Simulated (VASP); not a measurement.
# Ba2Tl5V3O12 (R-3m) in VASP: relaxation of cell and atoms with BLYP

Aim: the relaxation of cell and atoms of Ba2Tl5V3O12 with BLYP.

Everything below comes from runs of VASP 6.6.1. Logs are shortened: lines on timing, memory, paths and dates and some standing lists are left out, and cuts for length are marked.

### Step 1. The crystal as given

It takes space group R-3m (No. 166, trigonal). Conventional cell: a = 8.474 Å, b = 8.474 Å, c = 18.385 Å, α = 90.00°, β = 90.00°, γ = 120.00°. Ba (site symmetry -3m) has 12 O at 3.23 Å as nearest neighbours. Ba (site symmetry -3m) is surrounded by 12 O at 3.22 Å. Around V (site symmetry 2/m) lie 4 O at 1.82 Å. Around Tl (site symmetry 2/m) lie 4 O at 2.36 Å. Around Tl (site symmetry 3m) lie 3 V at 2.80 Å and 6 O at 2.84 Å and 3 Tl at 2.98 Å. O (site symmetry 1) has 1 V at 1.82 Å as nearest neighbours.

The cell was built by a generator and needn't be a form met in nature.

### Step 2. Relaxation of cell and atoms, BLYP, collinear spin, ferromagnetic start

Input file INCAR:

```
SYSTEM = Ba2Tl5V3O12
  PREC = Accurate
  ENCUT = 600
  EDIFF = 1E-6
  ISMEAR = -1
  SIGMA = 0.05
  LREAL = .False.
  LASPH = .True.
  NELM = 150
  ALGO = Fast
  ISIF = 3
  LWAVE = .False.
  LCHARG = .False.
  ISPIN = 2
  MAGMOM = 0 0 2 2 2 0 0 0 0 0 0 0 0 0 0 0 0 0 0 0 0 0
  LORBIT = 11
  LMAXMIX = 4
  GGA = B5
  ALDAX = 1.0
  AGGAX = 1.0
  AGGAC = 1.0
  ALDAC = 0.0
  IBRION = 2
  NSW = 60
  EDIFFG = -0.02
  KPAR = 4
```

Input file KPOINTS:

```
Automatic mesh
0
Gamma
  4 4 4
  0 0 0
```

Input file POSCAR:

```
Ba2Tl5V3O12
1.0
    4.2369800000      2.4462200000      6.1284000000
   -4.2369800000      2.4462200000      6.1284000000
    0.0000000000     -4.8924400000      6.1284000000
Ba V Tl O
2 3 5 12
Direct
    0.5000000000      0.5000000000      0.5000000000
    0.0000000000      0.0000000000      0.0000000000
    0.5000000000      0.5000000000      0.0000000000
    0.0000000000      0.5000000000      0.5000000000
    0.5000000000      0.0000000000      0.5000000000
    0.0000000000      0.0000000000      0.5000000000
    0.5000000000      0.0000000000      0.0000000000
    0.0000000000      0.5000000000      0.0000000000
    0.7404500000      0.7404500000      0.7404500000
    0.2595500000      0.2595500000      0.2595500000
    0.7165200000      0.0808900000      0.4124200000
    0.4124200000      0.7165200000      0.0808900000
    0.0808900000      0.4124200000      0.7165200000
    0.5875700000      0.9191100000      0.2834800000
    0.9191100000      0.2834800000      0.5875700000
    0.2834800000      0.5875700000      0.9191100000
    0.2834800000      0.9191100000      0.5875700000
    0.5875700000      0.2834800000      0.9191100000
    0.9191100000      0.5875700000      0.2834800000
    0.4124200000      0.0808900000      0.7165200000
    0.0808900000      0.7165200000      0.4124200000
    0.7165200000      0.4124200000      0.0808900000
```

Potentials or basis: VASP PAW PBE potentials, release 64 (Ba_sv, V_sv, Tl_d, O).

Started as:

```console
$ cat potpaw_PBE.64/Ba_sv/POTCAR potpaw_PBE.64/V_sv/POTCAR potpaw_PBE.64/Tl_d/POTCAR potpaw_PBE.64/O/POTCAR > POTCAR
$ mpirun -np 4 vasp_std > vasp.out
```

OUTCAR:

```text
SYSTEM = Ba2Tl5V3O12
   PREC = Accurate
   ENCUT = 600
   EDIFF = 1E-6
   ISMEAR = -1
   LREAL = .False.
   LASPH = .True.
   NELM = 150
   ISIF = 3
   ISPIN = 2
   LORBIT = 11
   GGA = B5
   IBRION = 2
   NSW = 60
   EDIFFG = -0.02

 ion  position               nearest neighbor table
   1  0.500  0.500  0.500-  16 3.23  18 3.23  14 3.23  19 3.23  15 3.23  17 3.23  12 3.23  22 3.23
                            20 3.23  13 3.23  21 3.23  11 3.23   7 4.24   8 4.24   7 4.24   8 4.24
   2  0.000  0.000  0.000-  13 3.22  20 3.22  11 3.22  21 3.22  12 3.22  22 3.22  19 3.22  14 3.22
                            15 3.22  17 3.22  16 3.22  18 3.22   6 3.92   6 3.92   8 3.92   7 3.92
   3  0.500  0.500  0.000-  12 1.82  22 1.82  18 1.82  16 1.82   9 2.80  10 2.80
   4  0.000  0.500  0.500-  21 1.82  13 1.82  15 1.82  19 1.82   9 2.80  10 2.80
   5  0.500  0.000  0.500-  11 1.82  20 1.82  17 1.82  14 1.82   9 2.80  10 2.80
   6  0.000  0.000  0.500-  15 2.36  17 2.36  11 2.36  21 2.36   9 2.98  10 2.98   2 3.92   2 3.92
                             1 4.24   1 4.24
   7  0.500  0.000  0.000-  14 2.36  18 2.36  20 2.36  12 2.36   9 2.98  10 2.98   2 3.92   2 3.92
                             1 4.24   1 4.24
   8  0.000  0.500  0.000-  19 2.36  16 2.36  13 2.36  22 2.36   9 2.98  10 2.98   2 3.92   2 3.92
                             1 4.24   1 4.24
   9  0.740  0.740  0.740-   3 2.80   4 2.80   5 2.80  12 2.84  22 2.84  21 2.84  11 2.84  13 2.84
                            20 2.84   6 2.98   7 2.98   8 2.98   1 4.42
  10  0.260  0.260  0.260-   3 2.80   4 2.80   5 2.80  16 2.84  18 2.84  17 2.84  15 2.84  14 2.84
                            19 2.84   6 2.98   7 2.98   8 2.98   1 4.42
  11  0.717  0.081  0.412-   5 1.82   6 2.36   9 2.84   2 3.22   1 3.23
  12  0.412  0.717  0.081-   3 1.82   7 2.36   9 2.84   2 3.22   1 3.23
  13  0.081  0.412  0.717-   4 1.82   8 2.36   9 2.84   2 3.22   1 3.23
  14  0.588  0.919  0.283-   5 1.82   7 2.36  10 2.84   2 3.22   1 3.23
  15  0.919  0.283  0.588-   4 1.82   6 2.36  10 2.84   2 3.22   1 3.23
  16  0.283  0.588  0.919-   3 1.82   8 2.36  10 2.84   2 3.22   1 3.23
  17  0.283  0.919  0.588-   5 1.82   6 2.36  10 2.84   2 3.22   1 3.23
  18  0.588  0.283  0.919-   3 1.82   7 2.36  10 2.84   2 3.22   1 3.23
  19  0.919  0.588  0.283-   4 1.82   8 2.36  10 2.84   2 3.22   1 3.23
  20  0.412  0.081  0.717-   5 1.82   7 2.36   9 2.84   2 3.22   1 3.23
  21  0.081  0.717  0.412-   4 1.82   6 2.36   9 2.84   2 3.22   1 3.23
  22  0.717  0.412  0.081-   3 1.82   8 2.36   9 2.84   2 3.22   1 3.23

  LATTYP: Found a trigonal (rhomboedric) cell.
 ALAT       =     7.8417650034
 COS(alpha) =     0.4161313237

  Lattice vectors:

 A1 = (   4.2369800000,   2.4462200000,   6.1284000000)
 A2 = (  -4.2369800000,   2.4462200000,   6.1284000000)
 A3 = (   0.0000000000,  -4.8924400000,   6.1284000000)

Analysis of symmetry for initial positions (statically):
=====================================================================
 Subroutine PRICEL returns:
 Original cell was already a primitive cell.

 Routine SETGRP: Setting up the symmetry group for a
 trigonal (rhombohedral) supercell.

 Subroutine GETGRP returns: Found  6 space group operations
 (whereof  6 operations were pure point group operations)
 out of a pool of 12 trial point group operations.

The static configuration has the point symmetry C_3v.

Analysis of symmetry for dynamics (positions and initial velocities):
=====================================================================
 Subroutine PRICEL returns:
 Original cell was already a primitive cell.

 Routine SETGRP: Setting up the symmetry group for a
 trigonal (rhombohedral) supercell.

 Subroutine GETGRP returns: Found  6 space group operations
 (whereof  6 operations were pure point group operations)
 out of a pool of 12 trial point group operations.

The dynamic configuration has the point symmetry C_3v.

Analysis of structural, dynamic, and magnetic symmetry:
=====================================================================
 Subroutine PRICEL returns:
 Original cell was already a primitive cell.

 Routine SETGRP: Setting up the symmetry group for a
 trigonal (rhombohedral) supercell.

 Subroutine GETGRP returns: Found  6 space group operations
 (whereof  6 operations were pure point group operations)
 out of a pool of 12 trial point group operations.

The overall configuration has the point symmetry C_3v.

 Subroutine INISYM returns: Found  6 space group operations
 (whereof  6 operations are pure point group operations),
 and found     1 'primitive' translations

----------------------------------------------------------------------------------------

                                     Primitive cell

  volume of cell :     381.1099

  direct lattice vectors                    reciprocal lattice vectors
     4.236980000  2.446220000  6.128400000     0.118008582  0.068132329  0.054391576
    -4.236980000  2.446220000  6.128400000    -0.118008582  0.068132329  0.054391576
     0.000000000 -4.892440000  6.128400000     0.000000000 -0.136264659  0.054391576

  length of vectors
     7.841765003  7.841765003  7.841763559     0.146719062  0.146719062  0.146719122

[... 105 lines left out ...]
   LASPH  =      T    aspherical Exc in radial PAW
   ENCUT  =  600.0 eV  44.10 Ry    6.64 a.u.  15.66 15.66 15.66*2*pi/ulx,y,z
   NELM   =    150;   NELMIN=  2; NELMDL= -5     # of ELM steps
   EDIFF  = 0.1E-05   stopping-criterion for ELM
   LREAL  =      F    real-space projection
   EDIFFG = -.2E-01   stopping-criterion for IOM
   NSW    =     60    number of steps for IOM
   IBRION =      2    ionic relax: 0-MD 1-quasi-New 2-CG
   NFREE  =      1    steps in history (QN), initial steepest desc. (CG)
   ISIF   =      3    stress and relaxation
   ISYM   =      2    0-nonsym 1-usesym 2-fastsym
   POTIM  = 0.5000    time-step for ionic-motion
   TEBEG  =    0.0;   TEEND  =   0.0 temperature during run
   PSTRESS=    0.0 pullay stress
   NELECT =     196.0000    total number of electrons
   NUPDOWN=      -1.0000    fix difference up-down
   EMIN   =  10.00;   EMAX   =-10.00  energy-range for DOS
   EFERMI =   0.00;   METHOD = LEGACY
   ISMEAR =    -1;   SIGMA  =   0.05  broadening in eV -4-tet -1-fermi 0-gaus
   EFERMI_NEDOS =   21; number of points for ismear=-14 and -15
   IALGO  =     68    algorithm
   IMIX   =      4    mixing-type and parameters
     AMIX     =   0.40;   BMIX     =  1.00
     AMIX_MAG =   1.60;   BMIX_MAG =  1.00
  volume/ion in A,a.u.               =      17.32       116.90
  Fermi-wavevector in a.u.,A,eV,Ry     =   1.311626  2.478614 23.406965  1.720363
  Thomas-Fermi vector in A             =   2.442075
   LORBIT       =     11    0 simple, 1 ext, 2 COOP (PROOUT), +10 PAW based schemes
   GGA     = B5    functional components
   LHFCALC =     F    Hartree Fock is set to
   AEXX    =    0.0000 exact exchange contribution
   IVDW    =     0    specifies the selected vdW correction
   LEPSILON=     F    determine dielectric tensor
   LRPA    =     F    only Hartree local field effects (RPA)
 conjugate gradient relaxation of ions
 spin polarized calculation
 RMM-DIIS sequential band-by-band and
  energy-cutoff  :      600.00
  volume of cell :      381.11
 maximum number of plane-waves:     12764
 NGX is ok and might be reduce to    64
   NGX = 31   NGY = 31   NGZ = 31

--------------------------------------- Ionic step        1  -------------------------------------------

 number of electron     195.9999995 magnetization      -0.1218514

 number of electron     195.9999993 magnetization       1.0764470

 Free energy of the ion-electron system (eV)
  ---------------------------------------------------
  ext. energy  EPLUGINS =         0.00000000
  ---------------------------------------------------
  free energy    TOTEN  =      -121.43689201 eV

  energy without entropy =     -121.38823959  energy(sigma->0) =     -121.41256580

------------------------ aborting loop because EDIFF is reached ----------------------------------------

  FORCE on cell =-STRESS in cart. coord.  units (eV):
  Direction    XX          YY          ZZ          XY          YZ          ZX
  --------------------------------------------------------------------------------------
  -------------------------------------------------------------------------------------
  Total        9.6391939      9.6391817     12.0915413      0.0000000      0.0000000      0.0000000
  in kB       40.5229467     40.5228956     50.8325578      0.0000000      0.0000000      0.0000000
  external PRESSURE =      43.9594667 kB  Pullay stress =       0.0000000 kB
[... 149 lines left out ...]
  FREE ENERGIE OF THE ION-ELECTRON SYSTEM (eV)
  ---------------------------------------------------
  free  energy   TOTEN  =      -121.6445857998 eV

  energy  without entropy=     -121.5932355624  energy(sigma->0) =     -121.61891068

[... ionic steps 4 to 17 ...]

--------------------------------------- Ionic step       18  -------------------------------------------

 number of electron     196.0000031 magnetization       0.0000003

 number of electron     196.0000031 magnetization      -0.0000019
[... 111 lines left out ...]
 number of electron     196.0000028 magnetization       0.0000012

 number of electron     196.0000028 magnetization      -0.0000005

 Free energy of the ion-electron system (eV)
  ---------------------------------------------------
  ext. energy  EPLUGINS =         0.00000000
  ---------------------------------------------------
  free energy    TOTEN  =      -121.77049020 eV

  energy without entropy =     -121.68663831  energy(sigma->0) =     -121.72856426

 E-fermi :   3.4554     XC(G=0):  -9.1318

 val. band max:        3.4337123234   @ k =   0.2500   0.2500  -0.0000
 cond. band min:       3.5039173483   @ k =  -0.2500   0.5000   0.2500
 fundamental gap:      0.0702050249
 Fermi energy:         3.4553798802

 spin component 1

 k-point     1 :       0.0000    0.0000    0.0000
  band No.  band energies     occupation
      1     -61.1891      1.00000
      2     -61.1890      1.00000
      3     -61.1890      1.00000
      4     -35.2521      1.00000
      5     -35.2500      1.00000
      6     -35.2500      1.00000
[... 1458 lines left out ...]
    109       5.4800      0.00000
    110       5.4800      0.00000
 Fermi energy:         3.4553798802

 spin component 2

 k-point     1 :       0.0000    0.0000    0.0000
  band No.  band energies     occupation
      1     -61.1891      1.00000
      2     -61.1890      1.00000
      3     -61.1890      1.00000
      4     -35.2521      1.00000
      5     -35.2500      1.00000
      6     -35.2500      1.00000
[... 1458 lines left out ...]
    109       5.4800      0.00000
    110       5.4800      0.00000
 [bands above 110 left out]

------------------------ aborting loop because EDIFF is reached ----------------------------------------

  FORCE on cell =-STRESS in cart. coord.  units (eV):
  Direction    XX          YY          ZZ          XY          YZ          ZX
  --------------------------------------------------------------------------------------
  -------------------------------------------------------------------------------------
  Total        0.1664537      0.1664535     -0.1058337      0.0000000      0.0000000      0.0000000
  in kB        0.6464428      0.6464420     -0.4110179      0.0000000      0.0000000      0.0000000
  external PRESSURE =       0.2939556 kB  Pullay stress =       0.0000000 kB
[... 37 lines left out ...]
  FREE ENERGIE OF THE ION-ELECTRON SYSTEM (eV)
  ---------------------------------------------------
  free  energy   TOTEN  =      -121.7704902019 eV

  energy  without entropy=     -121.6866383130  energy(sigma->0) =     -121.72856426

 reached required accuracy - stopping structural energy minimisation

 total charge

# of ion       s       p       d       tot
------------------------------------------
    1        1.989   5.606   0.114   7.709
    2        1.989   5.606   0.119   7.714
    3        2.274   6.365   3.003  11.642
    4        2.274   6.365   3.003  11.642
    5        2.274   6.365   3.003  11.642
    6        1.104   0.308   9.716  11.128
[... 14 lines left out ...]
   21        1.576   3.344   0.000   4.920
   22        1.576   3.344   0.000   4.920
--------------------------------------------------
tot         35.338  72.187  57.736 165.261

 magnetization (x)

# of ion       s       p       d       tot
------------------------------------------
    1        0.000  -0.000   0.000   0.000
    2       -0.000   0.000   0.000   0.000
    3       -0.000   0.000  -0.000  -0.000
    4       -0.000   0.000  -0.000  -0.000
    5       -0.000   0.000  -0.000  -0.000
    6        0.000  -0.000  -0.000   0.000
[... 14 lines left out ...]
   21       -0.000   0.000   0.000   0.000
   22       -0.000   0.000   0.000   0.000
--------------------------------------------------
tot         -0.000   0.000  -0.000  -0.000
```

Run time: 1.7 h. Hardware: 4 MPI ranks of Intel Xeon 6975P-C (Granite Rapids), shared host; peak memory 1.6 GiB.

Results:

- Free energy: -121.7705 eV
- Relaxed volume: 18.75 Å³/atom
- Relaxed cell: a = 8.121 Å, b = 8.121 Å, c = 8.121 Å, α = 64.05°, β = 64.05°, γ = 64.05°
- Space group after relaxing (to 0.05 Å): R-3m (No. 166)
- Energy gained by relaxing: 15.2 meV/atom
- Ionic steps: 20
- Pressure after relaxing: 0.0 GPa
- Largest force after relaxing: 0.010 eV/Å
- Band gap on the k mesh: none (metal or under the smearing width)
- Net moment: 0.00 μB per cell
- Valence electrons inside the program's atomic spheres: Ba 7.71; V 11.64; Tl 11.13, 11.24; O 4.92

Forces on the atoms (eV/Å):
```
Ba   0.000  0.000  0.001
Ba   0.000  0.000 -0.001
V    0.000  0.000 -0.002
V    0.000  0.000 -0.002
V    0.000  0.000 -0.002
Tl   0.000  0.000  0.001
Tl   0.000  0.000  0.001
Tl   0.000  0.000  0.001
Tl   0.000  0.000 -0.009
Tl   0.000  0.000  0.010
O    0.003  0.010  0.000
O   -0.010 -0.003  0.000
O    0.007 -0.007  0.000
O    0.006  0.006  0.001
O    0.002 -0.009  0.001
O   -0.009  0.003  0.001
O   -0.002 -0.009  0.001
O    0.009  0.003  0.001
O   -0.006  0.006  0.001
O   -0.007 -0.007  0.000
O   -0.003  0.010  0.000
O    0.010 -0.003  0.000
```

The path:
```
step  energy change (eV)  largest force (eV/Å)  pressure (GPa)  volume (Å³)
   1              0.0000                0.3002            4.40       381.11
   2             -0.0777                0.8600           -2.42       407.93
   3             -0.2077                0.4006            0.34       395.67
   4             -0.2782                0.2123            0.18       401.13
   5             -0.3046                0.0627            0.12       406.46
   6             -0.3053                0.0538            0.12       407.37
   7             -0.3127                0.0529           -0.11       409.14
   8             -0.3135                0.0713           -0.18       409.81
   9             -0.3157                0.0657            0.21       409.17
  10             -0.3159                0.0528            0.13       409.30
  11             -0.3188                0.0508            0.10       409.89
  12             -0.3242                0.0818            0.05       411.39
  13             -0.3262                0.0946           -0.03       414.35
  14             -0.3271                0.1201            0.02       412.72
  15             -0.3277                0.1068            0.00       413.53
  16             -0.3302                0.0423           -0.03       414.50
  17             -0.3302                0.0503           -0.03       414.39
  18             -0.3325                0.0205           -0.10       413.83
  19             -0.3330                0.0360           -0.14       413.40
  20             -0.3336                0.0104            0.03       412.55
```

Final structure:
```cif
data_structure
_symmetry_space_group_name_H-M 'P 1'
_symmetry_Int_Tables_number 1
_cell_length_a 8.1213
_cell_length_b 8.1213
_cell_length_c 8.1213
_cell_angle_alpha 64.052
_cell_angle_beta 64.052
_cell_angle_gamma 64.052
_cell_volume 412.55
loop_
_atom_site_label
_atom_site_type_symbol
_atom_site_fract_x
_atom_site_fract_y
_atom_site_fract_z
_atom_site_occupancy
Ba1 Ba 0.50000 0.50000 0.50000 1
Ba2 Ba 0.00000 0.00000 0.00000 1
V1 V 0.50001 0.50001 0.00000 1
V2 V 0.00000 0.50001 0.50001 1
V3 V 0.50001 0.00000 0.50001 1
Tl1 Tl 0.00000 0.00000 0.50000 1
Tl2 Tl 0.50000 0.00000 0.00000 1
Tl3 Tl 0.00000 0.50000 0.00000 1
Tl4 Tl 0.74289 0.74289 0.74289 1
Tl5 Tl 0.25711 0.25711 0.25711 1
O1 O 0.71083 0.07908 0.41143 1
O2 O 0.41143 0.71083 0.07908 1
O3 O 0.07908 0.41143 0.71084 1
O4 O 0.58857 0.92092 0.28916 1
O5 O 0.92092 0.28916 0.58857 1
O6 O 0.28916 0.58857 0.92092 1
O7 O 0.28916 0.92092 0.58857 1
O8 O 0.58857 0.28916 0.92092 1
O9 O 0.92092 0.58857 0.28916 1
O10 O 0.41143 0.07908 0.71084 1
O11 O 0.07908 0.71083 0.41143 1
O12 O 0.71083 0.41143 0.07908 1
```

Caveat: the PAW data sets were made with another functional, which shifts forces and pressure a little; semilocal functionals often make such compounds metallic where correlation or magnetic order opens a gap, which also shifts bond lengths.
